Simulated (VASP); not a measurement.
OSZICAR of a VASP run on PbO (litharge):

### OSZICAR
```
       N       E                     dE             d eps       ncg     rms          rms(c)
DAV:   1     0.451441606343E+03    0.45144E+03   -0.20282E+04   864   0.199E+03
DAV:   2     0.356263367000E+02   -0.41582E+03   -0.40976E+03   896   0.494E+02
DAV:   3    -0.240002856643E+02   -0.59627E+02   -0.58855E+02  1200   0.197E+02
DAV:   4    -0.259767859851E+02   -0.19765E+01   -0.19744E+01   936   0.404E+01
DAV:   5    -0.260484446549E+02   -0.71659E-01   -0.71644E-01  1272   0.720E+00    0.124E+01
DAV:   6    -0.232536408101E+02    0.27948E+01   -0.30804E+00  1360   0.143E+01    0.808E+00
DAV:   7    -0.214482998372E+02    0.18053E+01   -0.13596E+01  1352   0.275E+01    0.324E+00
DAV:   8    -0.221434282163E+02   -0.69513E+00   -0.71593E+00  1336   0.219E+01    0.467E+00
DAV:   9    -0.218528379999E+02    0.29059E+00   -0.40965E-01  1232   0.512E+00    0.391E+00
DAV:  10    -0.214249663432E+02    0.42787E+00   -0.41319E+00  1424   0.152E+01    0.146E+00
DAV:  11    -0.214188058770E+02    0.61605E-02   -0.36233E-01  1184   0.508E+00    0.763E-01
DAV:  12    -0.214222368768E+02   -0.34310E-02   -0.31516E-02  1104   0.146E+00    0.582E-01
DAV:  13    -0.214184932000E+02    0.37437E-02   -0.77848E-03  1288   0.692E-01    0.406E-01
DAV:  14    -0.214178107248E+02    0.68248E-03   -0.23730E-03  1240   0.315E-01    0.253E-01
DAV:  15    -0.214168410072E+02    0.96972E-03   -0.67532E-03  1344   0.735E-01    0.310E-02
DAV:  16    -0.214168873382E+02   -0.46331E-04   -0.49889E-04   928   0.168E-01    0.255E-02
DAV:  17    -0.214168868672E+02    0.47098E-06   -0.31307E-05  1616   0.636E-02    0.263E-02
DAV:  18    -0.214168849143E+02    0.19529E-05   -0.49263E-06   992   0.256E-02    0.203E-02
DAV:  19    -0.214168841406E+02    0.77365E-06   -0.28822E-06   856   0.163E-02
   1 F= -.21416884E+02 E0= -.21416884E+02  d E =-.392409E-14
```

Task: Which electronic solver shows in the log?

Result: It is blocked Davidson (ALGO = Normal, or the opening steps of other solvers). The INCAR had ALGO = Normal.

Task: Can the final energy be trusted as converged?

Result: Self-consistency was reached. It stopped with EDIFF = 1E-6, NELM = 100 (PBE GGA, plane waves, VASP's PBE PAW potentials (set 64)).

The compound is PbO in the litharge structure. The cell was not relaxed at this level. The run is one of a series of settings (AMIX = 0.1, BMIX = 0.0001, IMIX = 4 against the base run), some of them coarse on purpose.
